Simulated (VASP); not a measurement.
Computed with PBE GGA, VASP's PBE PAW potentials (set 64) (plane waves; VASP).

VASP ran on this input.

File KPOINTS:
```
Automatic mesh
0
Gamma
  1 1 1
0 0 0
```

INCAR:
```
NELECT = 253.0
ISPIN = 2   ! spin-polarised
PREC = Normal
NUPDOWN = 1
NELM = 100   ! most electronic steps
ISYM = 0
ENCUT = 400
ALGO = Fast   ! Davidson, then RMM-DIIS
SIGMA = 0.05
EDIFF = 1E-6   ! SCF stop (eV)
ISMEAR = 0   ! Gaussian
GGA = PE
LASPH = .TRUE.   ! aspherical one-centre terms
LHYPERFINE = .TRUE.
LORBIT = 11   ! lm-projected
LWAVE = .TRUE.
LCHARG = .FALSE.
MAGMOM = 63*0.0159
NELMIN = 4
LREAL = Auto   ! projection in real space or not
SYSTEM = B31N31Si
```

### POSCAR
```
B31N31Si
1
    7.2488848260     0.0000000000     0.0000000000
    0.0000000000     7.2488848260     0.0000000000
    0.0000000000     0.0000000000     7.2488848260
B N Si
31 31 1
Direct
  0.5045448275   0.0050976116   0.0046916840
  0.7543100636   0.2491868839   0.9997230005
  0.7556272781   0.0000012164   0.2497058541
  0.0038388134   0.0015778974   0.0016287176
  0.2554519289   0.2542041311   0.0047130690
  0.4994931670   0.5039395715   0.9997278968
  0.7518111823   0.7520413549   0.9985866726
  0.2555370941   0.0052174545   0.2543150466
  0.7548797629   0.5047357868   0.2369830421
  0.5004437124   0.9993105838   0.5064306445
  0.7511506086   0.2324298569   0.4947868645
  0.7520419634   0.9982367319   0.7535084313
  0.0023938426   0.5014704654   0.9986093708
  0.2519005290   0.7534949767   0.0015961378
  0.0045959196   0.2501919855   0.2524826861
  0.2503586809   0.5051923281   0.2496633643
  0.5005815735   0.7543015062   0.2523921028
  0.0039689113   0.9978127360   0.5016934547
  0.2496216211   0.2501139765   0.5063908283
  0.4830448111   0.5010369146   0.4948021320
  0.7486602330   0.7481252983   0.4996120498
  0.2519606671   0.0016131928   0.7540137300
  0.5016875141   0.2512844861   0.7532014849
  0.7483268371   0.4979544676   0.7461720331
  0.0013556647   0.7509815408   0.2501369702
  0.9983867046   0.4982755929   0.4995871461
  0.2481820743   0.7535445483   0.5016937224
  0.9997750230   0.2501459632   0.7499719413
  0.2485830147   0.5016942230   0.7534217846
  0.5005235547   0.7494682179   0.7500087418
  0.0001173173   0.7497359192   0.7504294144
  0.6375001974   0.1249491036   0.1241578026
  0.8810425674   0.3758592336   0.1228429522
  0.8860022989   0.1182178419   0.3764511045
  0.1300027079   0.1274999904   0.1275710405
  0.3752906578   0.3871188332   0.1241712918
  0.6261900189   0.6307991448   0.1227801424
  0.8788533452   0.8743880953   0.1248424014
  0.3753156693   0.1250155552   0.3891033936
  0.8731823445   0.6228813427   0.3738392355
  0.6268599236   0.1195206378   0.6331737059
  0.8726772767   0.3723476442   0.6214227568
  0.8790818230   0.1250473071   0.8754638865
  0.1247756994   0.6285057957   0.1248427548
  0.3778541182   0.8796615836   0.1275458154
  0.1268160559   0.3763020861   0.3765965968
  0.3686572790   0.6355936136   0.3764043714
  0.6266430351   0.8765001652   0.3765869170
  0.1251920433   0.1246401830   0.6293922022
  0.3700101019   0.3765011424   0.6330179570
  0.6227256228   0.6223932924   0.6214328853
  0.8758709627   0.8731968054   0.6260653500
  0.3778886204   0.1275199588   0.8791781819
  0.6264901596   0.3761613601   0.8758630472
  0.8751464289   0.6247737771   0.8736693482
  0.1257309438   0.8752912983   0.3772876258
  0.1235627906   0.6254774865   0.6260308342
  0.3750051424   0.8748010899   0.6293796560
  0.1245833902   0.3765561681   0.8759878669
  0.3753954758   0.6287429676   0.8754216005
  0.6269177126   0.8741886102   0.8760317823
  0.1266046594   0.8762301890   0.8768806435
  0.5535920313   0.3029762772   0.3128768309
```

POTCAR, in this order: B N Si (PBE.64 set). Program: vasp_gam. Read from the step before: WAVECAR.

Output of the run:

**OSZICAR**
```
       N       E                     dE             d eps       ncg     rms          rms(c)
DAV:   1    -0.528180563670E+03   -0.52818E+03   -0.94384E-06   728   0.742E-03    0.201E-03
RMM:   2    -0.528180563668E+03    0.18154E-08   -0.81362E-07   415   0.249E-03    0.109E-03
RMM:   3    -0.528180563659E+03    0.91331E-08   -0.18357E-07   485   0.100E-03    0.541E-04
RMM:   4    -0.528180563657E+03    0.14425E-08   -0.12601E-08   231   0.426E-04
   1 F= -.52818056E+03 E0= -.52818056E+03  d E =-.605897E-12  mag=     1.0000
```

**OUTCAR**
```
------------------------ aborting loop because EDIFF is reached ----------------------------------------
  FORCE on cell =-STRESS in cart. coord.  units (eV):
  Direction    XX          YY          ZZ          XY          YZ          ZX
  --------------------------------------------------------------------------------------
  Total       10.9651616     11.0647767      7.9191615    -13.9100088    -11.1903974    -11.0641812
  in kB       46.1224130     46.5414209     33.3101188    -58.5092309    -47.0698153    -46.5389161
  external PRESSURE =      41.9913176 kB  Pullay stress =       0.0000000 kB
  volume of cell :      380.90
      direct lattice vectors                 reciprocal lattice vectors
     7.248884826  0.000000000  0.000000000     0.137952254  0.000000000  0.000000000
     0.000000000  7.248884826  0.000000000     0.000000000  0.137952254  0.000000000
     0.000000000  0.000000000  7.248884826     0.000000000  0.000000000  0.137952254
 POSITION                                       TOTAL-FORCE (eV/Angst)
 -----------------------------------------------------------------------------------
      3.65739      0.03695      0.03401         0.007947      0.005211      0.002985
      5.46791      1.80633      7.24688        -0.013367     -0.000904     -0.003430
      5.47746      0.00001      1.81009        -0.008871     -0.001884     -0.010822
      0.02783      0.01144      0.01181        -0.007225      0.001308     -0.002095
      1.85174      1.84270      0.03416         0.006990      0.004919     -0.000308
      3.62077      3.65300      7.24691         0.001634     -0.006978     -0.007157
      5.44979      5.45146      7.23864        -0.000549     -0.007251      0.007930
      1.85236      0.03782      1.84350         0.010514      0.001216      0.001466
      5.47204      3.65877      1.71786        -0.000462     -0.002365      0.005068
      3.62766      7.24389      3.67106         0.000114     -0.001627     -0.004303
      5.44500      1.68486      3.58665        -0.011342      0.016943     -0.001830
      5.45147      7.23610      5.46210        -0.006594      0.006100      0.000815
      0.01735      3.63510      7.23880        -0.007616      0.000101      0.004987
      1.82600      5.46200      0.01157         0.007459     -0.006785      0.002330
      0.03332      1.81361      1.83022        -0.008536      0.003608     -0.005516
      1.81482      3.66208      1.80978         0.002316     -0.001927     -0.007309
      3.62866      5.46784      1.82956        -0.003950     -0.011366      0.002041
      0.02877      7.23303      3.63672        -0.006916      0.011037     -0.001661
      1.80948      1.81305      3.67077         0.003217     -0.001213      0.000808
      3.50154      3.63196      3.58676         0.012429     -0.011776     -0.002709
      5.42695      5.42307      3.62163         0.001949     -0.003237      0.006910
      1.82643      0.01169      5.46576         0.002947     -0.000771     -0.000522
      3.63668      1.82153      5.45987        -0.000651      0.001853     -0.005717
      5.42454      3.60961      5.40892         0.009506      0.009454      0.002799
      0.00983      5.44378      1.81321        -0.001848     -0.002996     -0.007813
      7.23719      3.61194      3.62145        -0.000755      0.002227      0.009315
      1.79904      5.46236      3.63672         0.020704     -0.009259     -0.006086
      7.24725      1.81328      5.43646        -0.002002     -0.000483      0.003401
      1.80195      3.63672      5.46147         0.011536     -0.002044      0.000917
      3.62824      5.43281      5.43673        -0.005631     -0.006325      0.001806
      0.00085      5.43475      5.43978        -0.002165     -0.002539      0.003884
      4.62117      0.90574      0.90001        -0.006182     -0.000743      0.005446
      6.38658      2.72456      0.89047         0.008793      0.002142      0.007943
      6.42253      0.85695      2.72885         0.010142     -0.004256     -0.004205
      0.94237      0.92423      0.92475        -0.005728     -0.004467      0.000569
      2.72044      2.80618      0.90010        -0.006316     -0.008936      0.001846
      4.53918      4.57259      0.89002         0.003194      0.004682      0.007328
      6.37071      6.33834      0.90497         0.010391      0.014825      0.003020
      2.72062      0.90622      2.82057        -0.006559     -0.008588      0.002165
      6.32960      4.51520      2.70992         0.005637      0.004908     -0.000449
      4.54404      0.86639      4.58980        -0.008219      0.000969     -0.003584
      6.32594      2.69911      4.50462         0.005685     -0.002850     -0.005299
      6.37236      0.90645      6.34614         0.011990     -0.000950      0.003616
      0.90448      4.55597      0.90497         0.008639      0.003855      0.003399
      2.73902      6.37657      0.92456        -0.009948      0.001292      0.001364
      0.91927      2.72777      2.72991        -0.008634      0.000959      0.004958
      2.67235      4.60734      2.72851        -0.000818      0.006702     -0.003834
      4.54246      6.35365      2.72984         0.004329     -0.005781      0.007736
      0.90750      0.90350      4.56239         0.009248     -0.003362     -0.004058
      2.68216      2.72921      4.58867        -0.000421     -0.009461     -0.005124
      4.51407      4.51166      4.50470         0.002413      0.003500     -0.006201
      6.34909      6.32970      4.53828         0.008621      0.010058      0.002351
      2.73927      0.92438      6.37306        -0.013008     -0.007637      0.000586
      4.54136      2.72675      6.34903         0.007027      0.003505     -0.007051
      6.34384      4.52891      6.33313         0.008814      0.009751      0.009163
      0.91141      6.34489      2.73491        -0.004933      0.004907     -0.011315
      0.89569      4.53401      4.53803         0.005433      0.008870      0.002130
      2.71837      6.34133      4.56230        -0.008344      0.014032     -0.002826
      0.90309      2.72961      6.34994        -0.005681     -0.018171      0.002643
      2.72120      4.55769      6.34583        -0.003463      0.005421      0.006023
      4.54445      6.33689      6.35025        -0.013441      0.001537     -0.001436
      0.91774      6.35169      6.35641        -0.012401     -0.004757     -0.007420
      4.01292      2.19624      2.26801        -0.007041     -0.004201      0.000330
 -----------------------------------------------------------------------------------
    total drift:                               -0.049436     -0.044761     -0.064630
  FREE ENERGIE OF THE ION-ELECTRON SYSTEM (eV)
  ---------------------------------------------------
  free  energy   TOTEN  =      -528.1805636572 eV

  energy  without entropy=     -528.1805636572  energy(sigma->0) =     -528.18056366

 total charge

# of ion       s       p       d       tot
------------------------------------------
    1        0.669   1.343   0.000   2.013
    2        0.678   1.374   0.000   2.052
    3        0.676   1.364   0.000   2.040
    4        0.674   1.358   0.000   2.032
    5        0.669   1.343   0.000   2.012
    6        0.678   1.374   0.000   2.051
    7        0.680   1.380   0.000   2.060
    8        0.668   1.336   0.000   2.004
    9        0.681   1.339   0.000   2.019
   10        0.678   1.374   0.000   2.052
   11        0.681   1.364   0.000   2.046
   12        0.680   1.386   0.000   2.066
   13        0.680   1.380   0.000   2.060
   14        0.674   1.358   0.000   2.032
   15        0.674   1.358   0.000   2.031
   16        0.676   1.364   0.000   2.040
   17        0.674   1.358   0.000   2.032
   18        0.684   1.402   0.000   2.085
   19        0.678   1.374   0.000   2.052
   20        0.681   1.363   0.000   2.044
   21        0.673   1.356   0.000   2.029
...
```
(Selected blocks of OUTCAR.)

At this cut-off the stress carries a Pulay error, which pulls relaxed volumes low. The cell is charged, with a uniform compensating background.  The supercell is sampled at Γ alone, which is coarse: total energies, pressure and levels can be off, energies of defects by several tenths of an eV.

The cell is a supercell with a defect, built from BN (zinc blende): Si_N-vac_B, charge -1.
